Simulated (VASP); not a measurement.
Calculation: PBEsol GGA, VASP's PBE PAW potentials (set 64) (plane waves; VASP).

The input files of a VASP run:

### POSCAR
```
Tb
1
    3.2949790000     0.0000000000     0.0000000000
    0.0000000000     3.2949790000     0.0000000000
    0.0000000000     0.0000000000     3.2949790000
Tb
1
Direct
  0.0000000000   0.0000000000   0.0000000000
```

File KPOINTS:
```
Automatic
0
Gamma
  10 10 10
0 0 0
```

### INCAR
```
SYSTEM = Tb
PREC = Accurate; ENCUT = 400; LREAL = .FALSE.
LASPH = .TRUE.
EDIFF = 1E-6; NELM = 100; ALGO = Normal
LMAXMIX = 6
ISMEAR = 1; SIGMA = 0.1
GGA = PS
IBRION = 2; NSW = 60; ISIF = 3
EDIFFG = -0.01
LWAVE = .FALSE.; LCHARG = .FALSE.
```

POTCAR, in this order: Tb_3 (PBE.64 set). Program: vasp_std.

The 4f electrons are frozen in the core of the lanthanide potential, so 4f levels, which can set the real gap, and their magnetism are missing. Energy and stress use the plane-wave basis of the starting cell.

Task: Estimate the energy per atom (σ→0), volume per atom, band gap (on the k-mesh).

Result: 
```json
{
 "energy per atom (σ→0)": "-4.233 eV/atom",
 "band gap (on the k-mesh)": "none (metal, semimetal or under 0.01 eV)",
 "volume_per_atom": "31.92 Å^3/atom"
}
```

**OSZICAR**
```
...
       N       E                     dE             d eps       ncg     rms          rms(c)
DAV:   1    -0.424539861242E+01   -0.13058E-01   -0.26117E-01   896   0.420E+00    0.515E-01
DAV:   2    -0.423614837832E+01    0.92502E-02   -0.12979E-02   896   0.111E+00    0.257E-01
DAV:   3    -0.423327648638E+01    0.28719E-02   -0.11147E-02  1080   0.872E-01    0.825E-02
DAV:   4    -0.423326836774E+01    0.81186E-05   -0.21550E-04   968   0.118E-01    0.405E-02
DAV:   5    -0.423326909426E+01   -0.72652E-06   -0.41571E-05  1072   0.526E-02    0.862E-03
DAV:   6    -0.423326949099E+01   -0.39673E-06   -0.26012E-06  1008   0.122E-02
   3 F= -.42332695E+01 E0= -.42326847E+01  d E =-.371507E-01
```

The structure was generated: Tb was put into the simple-cubic type (Pm-3m), which need not be its known phase. This run relaxes it. Symmetry was kept, so distortions that lower it aren't found.
